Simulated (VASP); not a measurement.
Given:

```xyz
6
Lattice="1.6081 -2.7853 0.0000 1.6081 2.7853 0.0000 0.0000 0.0000 13.1294" Properties=species:S:1:pos:R:3 pbc="T T T"
Mo     1.6081     0.9284     3.2823
Mo     1.6081    -0.9284     9.8470
S      1.6081     0.9284    11.4146
S      1.6081    -0.9284     4.8499
S      1.6081    -0.9284     1.7148
S      1.6081     0.9284     8.2795
```

Calculation: r2SCAN meta-GGA, VASP's PBE PAW potentials (set 64) (plane waves; VASP). Numerical set-up: 520 eV cut-off, 8×8×2 Γ-centred mesh, Gaussian smearing of 0.050 eV, potentials Mo_sv S.

### Question
The ions and cell shape at fixed volume are relaxed. Predict the relaxed structure.

### Answer

```xyz
6
Lattice="1.5944 -2.7615 0.0000 1.5944 2.7615 0.0000 0.0000 0.0000 13.3560" Properties=species:S:1:pos:R:3 pbc="T T T"
Mo     1.5944     0.9205     3.3390
Mo     1.5944    -0.9205    10.0170
S      1.5944     0.9205    11.5696
S      1.5944    -0.9205     4.8916
S      1.5944    -0.9205     1.7864
S      1.5944     0.9205     8.4644
```
Space group P6_3/mmc (194), at a tolerance of 0.03 Å.

### Question
How much energy does the relaxation gain?

### Answer
The energy (σ→0) changes by -6.1 meV/atom, in 7 ionic steps.

```json
[
 {"step": "1", "E(σ→0) (eV)": "-90.0436", "max force (eV/Å)": "0.459", "pressure (GPa)": "-3.90", "volume (Å³)": "117.61"},
 {"step": "2", "E(σ→0) (eV)": "-90.0637", "max force (eV/Å)": "0.012", "pressure (GPa)": "-1.98", "volume (Å³)": "117.61"},
 {"step": "3", "E(σ→0) (eV)": "-90.0637", "max force (eV/Å)": "0.026", "pressure (GPa)": "-2.04", "volume (Å³)": "117.61"},
 {"step": "4", "E(σ→0) (eV)": "-90.0756", "max force (eV/Å)": "0.008", "pressure (GPa)": "-1.26", "volume (Å³)": "117.61"},
 {"step": "5", "E(σ→0) (eV)": "-90.0801", "max force (eV/Å)": "0.013", "pressure (GPa)": "-0.38", "volume (Å³)": "117.61"},
 {"step": "6", "E(σ→0) (eV)": "-90.0801", "max force (eV/Å)": "0.013", "pressure (GPa)": "-0.35", "volume (Å³)": "117.61"},
 {"step": "7", "E(σ→0) (eV)": "-90.0801", "max force (eV/Å)": "0.006", "pressure (GPa)": "-0.43", "volume (Å³)": "117.61"}
]
```

The compound is MoS2 in the 2H layered structure. This cell is one point of a volume scan, at 1.03 of the reference volume. Symmetry was kept, so distortions that lower it aren't found.
